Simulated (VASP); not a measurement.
Input:

```
CELL_PARAMETERS angstrom
      4.11140     0.00000     0.00000
      0.00000     4.11140     0.00000
      0.00000     0.00000     4.11140
ATOMIC_POSITIONS crystal
  K  0.00000 0.00000 0.00000
  Zn 0.50000 0.50000 0.50000
  F  0.50000 0.00000 0.50000
  F  0.00000 0.50000 0.50000
  F  0.50000 0.50000 0.00000
```

These are revTPSS meta-GGA, VASP's PBE PAW potentials (set 64) (plane waves; VASP 6.6.1) values and carry that method's errors. Settings: 520 eV cut-off, 6×6×6 Γ-centred mesh, Gaussian smearing of 0.050 eV, potentials K_sv Zn F.

Task: Estimate the energy per atom (σ→0), pressure, band gap (on the k-mesh) with the smallest direct gap where there is one.

Result: 
| Property | Result |
|---|---|
| band gap (on the k-mesh) | 3.87 eV |
| smallest direct gap (on the k-mesh) | 5.46 eV |
| energy per atom (σ→0) | -4.129 eV/atom |
| pressure | -2.20 GPa |

Only differences to runs with the same potentials and settings are physical.

The compound is KZnF3 in the cubic perovskite structure. This cell is one point of a volume scan, at 1.03 of the reference volume.
